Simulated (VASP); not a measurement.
# YRh with and without spin-orbit coupling, part 2 of 4

What does spin-orbit coupling change in YRh, and what does it cost? All runs use PBEsol. Left out of this account: 1 further run (self-consistent run: a reference on another mesh). The start is a cell from a database of measured crystal structures.

VASP 6.6.1, plane waves and PAW; the level of theory is named at each step.

So far. Step 2 (Bands along the symmetry lines (PBEsol)): There is no gap at this level.

## Step 3: Band structure (PBEsol + SOC)

This step: PBEsol, spin-orbit coupling; plane waves and PAW (Y_sv, Rh_pv) (VASP 6.6.1).

The mesh alone shows little of the dispersion and can miss band extrema, so KPOINTS_OPT adds a path through the symmetry points after the self-consistent cycle. Spin-orbit coupling needs spinors and the noncollinear program, where each band holds one electron.

The input, INCAR:

```
SYSTEM = YRh
PREC = Accurate
ENCUT = 400
EDIFF = 1E-06
NELM = 100
ISMEAR = -1
SIGMA = 0.05
LREAL = .FALSE.
ALGO = Normal
GGA = PS
LNONCOLLINEAR = .TRUE.
MAGMOM = 0 0 0 0 0 0
NBANDS = 38
GGA_COMPAT = .FALSE.
LASPH = .TRUE.
LSORBIT = .TRUE.
LMAXMIX = 4
LORBIT = 11
LWAVE = .FALSE.
LCHARG = .FALSE.
KPAR = 2
```

The input, POSCAR:

```
YRh
1.0
    3.4070000000      0.0000000000      0.0000000000
    0.0000000000      3.4070000000      0.0000000000
    0.0000000000      0.0000000000      3.4070000000
Y Rh
1 1
Direct
    0.5000000000      0.5000000000      0.5000000000
    0.0000000000      0.0000000000      0.0000000000
```

The input, KPOINTS:

```
Automatic mesh
0
Gamma
10 10 10
0 0 0
```

The input, KPOINTS_OPT:

```
Line mode
16
Line-mode
Reciprocal
  0.00000000   0.00000000   0.00000000 GAMMA
  0.00000000   0.50000000   0.00000000 X

  0.00000000   0.50000000   0.00000000 X
  0.50000000   0.50000000   0.00000000 M

  0.50000000   0.50000000   0.00000000 M
  0.00000000   0.00000000   0.00000000 GAMMA

  0.00000000   0.00000000   0.00000000 GAMMA
  0.50000000   0.50000000   0.50000000 R

  0.50000000   0.50000000   0.50000000 R
  0.00000000   0.50000000   0.00000000 X

  0.50000000   0.50000000   0.00000000 M
  0.50000000   0.50000000   0.50000000 R
```

Potentials, in the order of the species: Y_sv and Rh_pv (PBE family, release 64).

The run is started by

```sh
$ mpirun -np 2 vasp_ncl
```

Log:

```text
[banner, memory and clock lines left out]
running    2 mpi-ranks, on    1 nodes
 distrk:  each k-point on    1 cores,    2 groups
 distr:  one band on    1 cores,    1 groups

 POSCAR found type information on POSCAR Y Rh
 POSCAR found :  2 types and       2 ions
 [... a notice as in an earlier step ...]

 LDA part: xc-table for (Slater+PW92), standard interpolation
 POSCAR, INCAR and KPOINTS ok, starting setup
 FFT: planning ... GRIDC
 FFT: planning ... GRID_SOFT
 FFT: planning ... GRID
 WAVECAR not read
 entering main loop
       N       E                     dE             d eps       ncg     rms          rms(c)
DAV:   1     0.197388128540E+03    0.19739E+03   -0.12665E+04  4608   0.118E+03
DAV:   2    -0.692939364275E+01   -0.20432E+03   -0.19657E+03  4650   0.372E+02
DAV:   3    -0.169839399169E+02   -0.10055E+02   -0.98567E+01  6662   0.704E+01
DAV:   4    -0.173530086004E+02   -0.36907E+00   -0.36705E+00  5576   0.970E+00
DAV:   5    -0.173604059100E+02   -0.73973E-02   -0.73952E-02  5496   0.129E+00    0.373E+01
DAV:   6    -0.168789715738E+02    0.48143E+00   -0.75245E-01  5044   0.729E+00    0.219E+01
DAV:   7    -0.168939724420E+02   -0.15001E-01   -0.91956E-01  5910   0.564E+00    0.118E+01
DAV:   8    -0.167791465813E+02    0.11483E+00   -0.65697E-01  4742   0.620E+00    0.234E+00
DAV:   9    -0.167682538140E+02    0.10893E-01   -0.82433E-02  4602   0.244E+00    0.135E+00
DAV:  10    -0.167636967462E+02    0.45571E-02   -0.13600E-02  5288   0.833E-01    0.311E-01
DAV:  11    -0.167636070486E+02    0.89698E-04   -0.12270E-03  4798   0.255E-01    0.746E-02
DAV:  12    -0.167636228383E+02   -0.15790E-04   -0.57105E-05  4796   0.574E-02    0.844E-02
DAV:  13    -0.167636216297E+02    0.12086E-05   -0.11237E-05  4864   0.293E-02    0.165E-02
DAV:  14    -0.167636222110E+02   -0.58128E-06   -0.33350E-06  4666   0.144E-02
   1 F= -.16763622E+02 E0= -.16757622E+02  d E =-.119997E-01  mag=     0.0000    -0.0000    -0.0000
 Start KPOINTS_OPT (optional k-point list driver)
k-point batch [1-56\96]
       N       E                     dE             ncg
DAV:   1    -0.748308441079E+04   -0.30768E+05     4584
DAV:   2    -0.190560816157E+05   -0.11573E+05     4686
DAV:   3    -0.196750649267E+05   -0.61898E+03     6950
DAV:   4    -0.196933566628E+05   -0.18292E+02     5212
DAV:   5    -0.196937609174E+05   -0.40425E+00     5620
DAV:   6    -0.196937668940E+05   -0.59766E-02     5290
DAV:   7    -0.196937670084E+05   -0.11433E-03     5186
DAV:   8    -0.196937670120E+05   -0.35938E-05     3638
DAV:   9    -0.196937670121E+05   -0.18863E-06     2632
k-point batch [57-96\96]
       N       E                     dE             ncg
DAV:   1    -0.334048174146E+04   -0.40808E+05     3344
DAV:   2    -0.112174646695E+05   -0.78770E+04     3382
DAV:   3    -0.115976885733E+05   -0.38022E+03     4438
DAV:   4    -0.116177832055E+05   -0.20095E+02     4226
DAV:   5    -0.116184568523E+05   -0.67365E+00     3904
DAV:   6    -0.116184702104E+05   -0.13358E-01     4276
DAV:   7    -0.116184704313E+05   -0.22090E-03     3798
DAV:   8    -0.116184704387E+05   -0.74136E-05     2874
DAV:   9    -0.116184704390E+05   -0.29126E-06     2094
```

It took 2.1 min on 2 MPI ranks of AMD EPYC 7R43, shared host; peak memory 0.55 GiB; 4.1 min of CPU time.

OUTCAR, selected parts (step 3):

```text
The static configuration has the point symmetry O_h .

 Found     56 irreducible k-points:

   k-points           NKPTS =     56   k-points in BZ     NKDIM =     56   number of bands    NBANDS=     38

   NELECT =      26.0000    total number of electrons

 E-fermi :   6.5692

 k-point     1 :       0.0000    0.0000    0.0000
  band No.  band energies     occupation
    ...
     22       4.8432      1.00000
     23       4.8432      1.00000
     24       4.8432      1.00000
     25       5.0647      1.00000
     26       5.0647      1.00000
     27       8.8121      0.00000
     28       8.8121      0.00000
     29       8.8121      0.00000
     30       8.8121      0.00000
     31      12.4951      0.00000
    ...

 k-point     2 :       0.1000    0.0000    0.0000
  band No.  band energies     occupation
    ...
     22       4.8243      1.00000
     23       4.8548      1.00000
     24       4.8548      1.00000
     25       5.0651      1.00000
     26       5.0651      1.00000
     27       8.6557      0.00000
     28       8.6557      0.00000
     29       8.8627      0.00000
     30       8.8627      0.00000
     31      11.6842      0.00000
    ...

  Total       -0.7602848     -0.7602848     -0.7602848     -0.0000000     -0.0000000     -0.0000000
  in kB      -30.8014028    -30.8014028    -30.8014028     -0.0000000     -0.0000000     -0.0000000
  external PRESSURE =     -30.8014028 kB  Pullay stress =       0.0000000 kB

 POSITION                                       TOTAL-FORCE (eV/Angst)
 -----------------------------------------------------------------------------------
      1.70350      1.70350      1.70350         0.000000      0.000000      0.000000
      0.00000      0.00000      0.00000         0.000000      0.000000      0.000000
 -----------------------------------------------------------------------------------
    total drift:                                0.000000     -0.000000     -0.000000

  FREE ENERGIE OF THE ION-ELECTRON SYSTEM (eV)
  ---------------------------------------------------
  free  energy   TOTEN  =       -16.7636222110 eV

  energy  without entropy=      -16.7516225232  energy(sigma->0) =      -16.75762237

 Spin-Orbit-Coupling matrix elements
 Ion:    1  E_soc:     -0.1014159
 Ion:    2  E_soc:     -0.3098208

 total charge
# of ion       s       p       d       f       tot
--------------------------------------------------
    1        2.281   6.444   1.051   0.057   9.833
    2        0.410   6.149   7.271   0.000  13.830
--------------------------------------------------
tot          2.691  12.593   8.322   0.057  23.663

 magnetization (x)
# of ion       s       p       d       f       tot
--------------------------------------------------
    1        0.000  -0.000   0.000  -0.000   0.000
    2       -0.000  -0.000   0.000   0.000  -0.000
--------------------------------------------------
tot          0.000  -0.000   0.000  -0.000   0.000

 magnetization (y)
# of ion       s       p       d       f       tot
--------------------------------------------------
    1        0.000  -0.000   0.000  -0.000   0.000
    2        0.000  -0.000  -0.000   0.000  -0.000
--------------------------------------------------
tot          0.000  -0.000  -0.000  -0.000   0.000

 magnetization (z)
# of ion       s       p       d       f       tot
--------------------------------------------------
    1       -0.000  -0.000   0.000  -0.000  -0.000
    2       -0.000  -0.000   0.000   0.000   0.000
--------------------------------------------------
tot         -0.000  -0.000   0.000  -0.000  -0.000

[... 7 parts as in an earlier step ...]

[... 5 further parts left out ...]
```

Numbers from this step:

```yaml
scf_cycles: 14
bands: 38
free_energy_toten: -16.76 eV
energy_at_zero_smearing: -16.76 eV
fermi_energy: 6.569 eV
pressure: -3.080 GPa
```

On-site spin-orbit energy by atom:

```tsv
atom	on-site spin-orbit energy (eV)
Y1	-0.101
Rh2	-0.310
```

Electronic bands along the path, in eV, zero at the Fermi level; # counts the bands kept, so #1 is VASP's band 15:

```tsv
point	#9	#10	#11	#12	#13	#14	#15	#16
Γ	-1.73	-1.73	-1.50	-1.50	2.24	2.24	2.24	2.24
0.47 of the way	-1.71	-1.71	-1.45	-1.45	1.49	1.49	2.23	2.23
X	-1.73	-1.73	-1.28	-1.28	0.41	0.41	0.44	0.44
0.47 of the way	-1.96	-1.96	-0.45	-0.45	0.09	0.09	1.68	1.68
M	-0.67	-0.67	0.25	0.25	1.81	1.81	1.83	1.83
0.53 of the way	-1.84	-1.84	-1.50	-1.50	1.76	1.76	2.23	2.23
Γ	-1.73	-1.73	-1.50	-1.50	2.24	2.24	2.24	2.24
0.53 of the way	-2.26	-2.26	-2.19	-2.19	1.92	1.92	2.01	2.01
R	-0.93	-0.93	-0.93	-0.93	-0.61	-0.61	-0.61	-0.61
0.47 of the way	-1.93	-1.93	-0.25	-0.25	-0.03	-0.03	1.44	1.44
X	-1.73	-1.73	-1.28	-1.28	0.41	0.41	0.44	0.44
jump to M	-0.67	-0.67	0.25	0.25	1.81	1.81	1.83	1.83
0.47 of the way	-0.65	-0.65	0.18	0.18	0.35	0.35	0.39	0.39
R	-0.93	-0.93	-0.93	-0.93	-0.61	-0.61	-0.61	-0.61
```

Of the projections kept (Y, Rh), the largest for each band there; the rest of the weight can lie on other orbitals:

```tsv
point	#9	#10	#11	#12	#13	#14	#15	#16
Γ	Rh 0.92	Rh 0.92	Rh 0.92	Rh 0.92	Y 0.65	Y 0.65	Y 0.65	Y 0.65
X	Rh 0.94	Rh 0.94	Rh 0.98	Rh 0.98	Y 1.00	Y 1.00	Rh 0.82	Rh 0.82
M	Rh 1.00	Rh 1.00	Rh 0.78	Rh 0.78	Y 0.73	Y 0.73	Y 0.76	Y 0.76
Γ	Rh 0.92	Rh 0.92	Rh 0.92	Rh 0.92	Y 0.65	Y 0.65	Y 0.65	Y 0.65
R	Y 0.80	Y 0.80	Y 0.80	Y 0.80	Rh 1.00	Rh 1.00	Rh 1.00	Rh 1.00
X	Rh 0.94	Rh 0.94	Rh 0.98	Rh 0.98	Y 1.00	Y 1.00	Rh 0.82	Rh 0.82
```

There is no gap at this level. Without the coupling there was no gap either. The run took 3.7 times the core time, with 38 spinor bands against 25.

Of the bands kept, 6 cross the Fermi level on this path (spinor bands, one electron each).

## Step 4: Total and projected DOS (PBEsol)

This step: PBEsol; plane waves and PAW (Y_sv, Rh_pv) (VASP 6.6.1).

Here the states are counted by energy and projected on the atoms.

The input, INCAR:

```
SYSTEM = YRh
PREC = Accurate
ENCUT = 400
EDIFF = 1E-06
NELM = 100
ISMEAR = -5
SIGMA = 0.05
LREAL = .FALSE.
ALGO = Normal
GGA = PS
NBANDS = 25
LASPH = .TRUE.
LORBIT = 11
LWAVE = .FALSE.
LCHARG = .FALSE.
KPAR = 2
NEDOS = 2001
```

POSCAR is that of step 3.

KPOINTS is that of step 3.

The run is started by

```sh
$ mpirun -np 2 vasp_std
```

Log:

```text
[... set-up lines as in an earlier step ...]
 entering main loop
       N       E                     dE             d eps       ncg     rms          rms(c)
DAV:   1     0.184193959066E+03    0.18419E+03   -0.12249E+04  2856   0.880E+02
DAV:   2    -0.964416023656E+01   -0.19384E+03   -0.18740E+03  3328   0.289E+02
DAV:   3    -0.169700367845E+02   -0.73259E+01   -0.71982E+01  4131   0.499E+01
DAV:   4    -0.171543256021E+02   -0.18429E+00   -0.18415E+00  3093   0.591E+00
DAV:   5    -0.171568797426E+02   -0.25541E-02   -0.25530E-02  3304   0.622E-01    0.365E+01
DAV:   6    -0.166765701987E+02    0.48031E+00   -0.56267E-01  3236   0.549E+00    0.213E+01
DAV:   7    -0.167814876141E+02   -0.10492E+00   -0.23219E+00  3857   0.496E+00    0.122E+01
DAV:   8    -0.165744170031E+02    0.20707E+00   -0.11033E+00  3054   0.451E+00    0.286E+00
DAV:   9    -0.165602079011E+02    0.14209E-01   -0.72722E-02  2984   0.156E+00    0.125E+00
DAV:  10    -0.165597110054E+02    0.49690E-03   -0.42620E-03  3067   0.326E-01    0.232E-01
DAV:  11    -0.165598397075E+02   -0.12870E-03   -0.28864E-04  3122   0.983E-02    0.899E-02
DAV:  12    -0.165598405059E+02   -0.79841E-06   -0.30208E-05  3060   0.437E-02    0.250E-02
DAV:  13    -0.165598321094E+02    0.83966E-05   -0.26351E-06  2828   0.850E-03    0.275E-03
DAV:  14    -0.165598338499E+02   -0.17405E-05   -0.11567E-07  1514   0.196E-03    0.190E-04
DAV:  15    -0.165598340499E+02   -0.20001E-06   -0.75940E-09  1469   0.503E-04
   1 F= -.16559834E+02 E0= -.16559834E+02  d E =0.000000E+00
 -----------------------------------------------------------------------------
|                                                                             |
|           W    W    AA    RRRRR   N    N  II  N    N   GGGG   !!!           |
|           W    W   A  A   R    R  NN   N  II  NN   N  G    G  !!!           |
|           W    W  A    A  R    R  N N  N  II  N N  N  G       !!!           |
|           W WW W  AAAAAA  RRRRR   N  N N  II  N  N N  G  GGG   !            |
|           WW  WW  A    A  R   R   N   NN  II  N   NN  G    G                |
|           W    W  A    A  R    R  N    N  II  N    N   GGGG   !!!           |
|                                                                             |
|     Tetrahedron method does not include variations of the Fermi             |
|     occupations, so forces and stress will be inaccurate. We suggest        |
|     using a different smearing scheme ISMEAR = 1 or 2 for metals in         |
|     relaxations.                                                            |
|                                                                             |
 -----------------------------------------------------------------------------
```

Run time: 23 s. Hardware: 2 MPI ranks; peak memory 0.27 GiB; 45 s of CPU time.

OUTCAR, selected parts (step 4):

```text
The static configuration has the point symmetry O_h .

 Found     56 irreducible k-points:

   NELECT =      26.0000    total number of electrons

 E-fermi :   6.5469

 k-point     1 :       0.0000    0.0000    0.0000
  band No.  band energies     occupation
    ...
      9       2.6756      2.00000
     10       2.6756      2.00000
     11       4.9183      2.00000
     12       4.9183      2.00000
     13       4.9183      2.00000
     14       8.8076      0.00000
     15       8.8076      0.00000
     16      12.5341      0.00000
     17      12.5341      0.00000
     18      12.5341      0.00000
    ...

 k-point     2 :       0.1000    0.0000    0.0000
  band No.  band energies     occupation
    ...
      9       2.7477      2.00000
     10       2.8025      2.00000
     11       4.8996      2.00000
     12       4.8996      2.00000
     13       4.9478      2.00000
     14       8.6512      0.00000
     15       8.8583      0.00000
     16      11.7541      0.00000
     17      11.7541      0.00000
     18      12.4516      0.00000
    ...

  Total       -0.7584698     -0.7584698     -0.7584698     -0.0000000      0.0000000      0.0000000
  in kB      -30.7278730    -30.7278730    -30.7278730     -0.0000000      0.0000000      0.0000000
  external PRESSURE =     -30.7278730 kB  Pullay stress =       0.0000000 kB

  FREE ENERGIE OF THE ION-ELECTRON SYSTEM (eV)
  ---------------------------------------------------
  free  energy   TOTEN  =       -16.5598340499 eV

  energy  without entropy=      -16.5598340499  energy(sigma->0) =      -16.55983405

 total charge
# of ion       s       p       d       f       tot
--------------------------------------------------
    1        2.282   6.436   1.048   0.057   9.822
    2        0.413   6.145   7.271   0.000  13.828
--------------------------------------------------
tot          2.695  12.581   8.319   0.057  23.651

[... 9 parts as in an earlier step ...]

[... 5 further parts left out ...]
```

With tetrahedra the forces and stress of a metal are not exact derivatives of the energy.

Numbers from this step:

```yaml
scf_cycles: 15
bands: 25
free_energy_toten: -16.56 eV
fermi_energy: 6.547 eV
pressure: -3.073 GPa
dos_at_the_fermi_level: 0.7899 states/eV/cell
```

The density of states has structure finer than the step of the table below, so its rows give means over 1 eV, whole bins alone (the curve runs from -12.0 to 7.95 eV). Peaks (eV: height): total -2.4: 8.59, -2.1: 5.32, -1.8: 7.67, -1.5: 5.08; Rh d -2.4: 6.22, -2.1: 4.05, -1.8: 5.90, -1.5: 3.94; Y d 1.9: 1.34, 2.6: 1.55, 5.2: 3.34, 7.0: 1.21; Y p -2.5: 0.340, -1.8: 0.376, 2.1: 0.337, 2.6: 0.287; Rh s -3.7: 0.218, -1.8: 0.102, 5.9: 0.0561.

States under -12.0 eV and over 7.9 eV are left out. Density of states against energy, zero at the Fermi level; means over each step; values in states/eV/cell:

```tsv
energy (eV)	total	Rh d	Y d	Y p	Rh s	Rh p	Y s
-7	0	0	0	0	0	0	0
-6	0.0194	1.7e-5	0	4.3e-4	0.00471	9.2e-5	0.00426
-5	0.172	0.00354	0.00152	0.00997	0.0387	0.00245	0.0342
-4	1.06	0.337	0.106	0.0576	0.126	0.0115	0.0823
-3	3.81	2.21	0.383	0.137	0.102	0.0416	0.119
-2	5.02	3.74	0.358	0.227	0.0495	0.0376	0.0111
-1	1.54	0.845	0.140	0.125	0.0542	0.0619	0.0292
0	0.866	0.366	0.149	0.0748	0.0600	0.0428	0.0117
1	1.60	0.439	0.503	0.155	0.0510	0.102	0.0310
2	2.16	0.451	0.993	0.204	0.0158	0.104	0.0111
3	1.75	0.186	1.03	0.111	0.00523	0.0832	0.0133
4	1.16	0.128	0.713	0.0735	0.00247	0.0543	0.0150
5	2.06	0.283	1.41	0.102	0.00920	0.0358	0.0164
6	0.710	0.0911	0.372	0.0987	0.0363	0.0235	0.0140
7	1.15	0.0322	0.682	0.138	0.0262	0.0827	0.0559
```

Of the states within 0.3 eV of the Fermi level, the largest shares in the PAW spheres are Rh d 45 %, Y d 16 % and Y p 8 %. The rest lies in smaller channels or between the spheres.

(Continued in part 3 of 4.)

[Lines on the potential files, build, host, timing and source positions are cut from VASP's logs without a mark.]

[Logs are printed without paths, hosts, clocks, repeated set-up lines and the standing remarks that a program may print on its own settings, such as how far it seeks lower states.]

[Hosts, paths, dates, database ids (printed as entryN), source tags and the programs' standing remarks are cut or masked in the printed files.]

[A measured line is paired with the nearest computed mode of its activity, which favours agreement.]

[In band tables of VASP the shares of atoms and orbitals are scaled to a sum of 1 inside the atoms' spheres.]
